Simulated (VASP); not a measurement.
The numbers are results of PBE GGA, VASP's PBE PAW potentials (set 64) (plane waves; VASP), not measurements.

A VASP calculation is set up with these files.

**POSCAR**
```
Nb
1
   -1.6526994059     1.6526994059     1.6526994059
    1.6526994059    -1.6526994059     1.6526994059
    1.6526994059     1.6526994059    -1.6526994059
Nb
1
Direct
  0.0000000000   0.0000000000   0.0000000000
```

### INCAR
```
SYSTEM = Nb
PREC = Accurate
ENCUT = 480
EDIFF = 1E-7
NELM = 100
ALGO = Normal
LREAL = .FALSE.
LASPH = .TRUE.
ISMEAR = 1
SIGMA = 0.1
GGA = PE
LMAXMIX = 4
LWAVE = .FALSE.
LCHARG = .FALSE.
ISIF = 3
IBRION = 2
NSW = 40
EDIFFG = -0.01
PSTRESS = 300
```

File KPOINTS:
```
Regular mesh
0
G
  14 14 14
0 0 0
```

POTCAR, in this order: Nb_sv (PBE.64 set). Program: vasp_std.

Q: What will the output report for the number of irreducible k-points (NKPTS), number of bands (NBANDS), largest plane-wave count, number of space-group operations, FFT grid (NGX, NGY, NGZ)?

A: 
- number of irreducible k-points (NKPTS): 104
- number of bands (NBANDS): 10
- largest plane-wave count: 444
- number of space-group operations: 48
- FFT grid (NGX, NGY, NGZ): 20 × 20 × 20

The compound is Nb in the bcc structure. This run relaxes it under an external pressure of 30 GPa. Symmetry was kept, so distortions that lower it aren't found.
